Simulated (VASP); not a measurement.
The system is KCaMg6.

```
Ca K Mg
1.0
     5.50075    0.00000    0.00000
     0.00000    3.44317    6.03329
     0.00000   -3.44317    6.03329
Ca K Mg
1 1 6
Direct
  0.00000 0.84021 0.84021
  0.50000 0.66197 0.66197
  0.50000 0.16681 0.16681
  0.50000 0.16999 0.66561
  0.50000 0.66561 0.16999
  0.00000 0.33374 0.33374
  0.00000 0.32337 0.83831
  0.00000 0.83831 0.32337
```

The cell comes from a database or a generator and needn't be the stable form of this composition.

* Program: VASP 6.6.1
* Task: single point
* Functional: PBE
* Potentials or basis: VASP PAW PBE potentials, release 64 (Ca_sv, K_sv, Mg)
* Cutoff: 520 eV
* k mesh: 5 × 5 × 5
* Occupations: fermi-dirac, width 0.05 eV
* Spin: no spin polarisation

On this cell: pressure 0.1 GPa; largest force 0.137 eV/Å; band gap on the k mesh none (metal or under the smearing width).

The same run follows on a disturbed copy (atoms moved at random, drawn with an rms of 0.05 Å):

```
CELL_PARAMETERS angstrom
5.50075 0.00000 0.00000
0.00000 3.44317 6.03329
0.00000 -3.44317 6.03329
ATOMIC_POSITIONS crystal
Ca 0.00482 0.84401 0.84080
K 0.49677 0.66289 0.66035
Mg 0.50048 0.16509 0.16207
Mg 0.49756 0.16922 0.66235
Mg 0.49975 0.66744 0.16444
Mg 0.00526 0.33393 0.33527
Mg 0.00069 0.32544 0.83888
Mg 0.00781 0.83622 0.32738
```

Problem. What does the disturbed cell give?

Solution. The energy (extrapolated to zero smearing) moves by +1.6 meV/atom; pressure 0.1 GPa; largest force 0.204 eV/Å; band gap on the k mesh none (metal or under the smearing width).

Forces on the atoms (eV/Å):
```
Ca  -0.125 -0.031  0.031
K    0.136 -0.007 -0.063
Mg   0.024 -0.007  0.007
Mg   0.071  0.067  0.049
Mg   0.063 -0.088  0.055
Mg  -0.036  0.030  0.013
Mg  -0.029 -0.130 -0.035
Mg  -0.104  0.166 -0.057
```

Stress tensor (GPa, compression positive):
```
 0.33 -0.02  0.04
-0.02  0.38 -0.02
 0.04 -0.02 -0.32
```
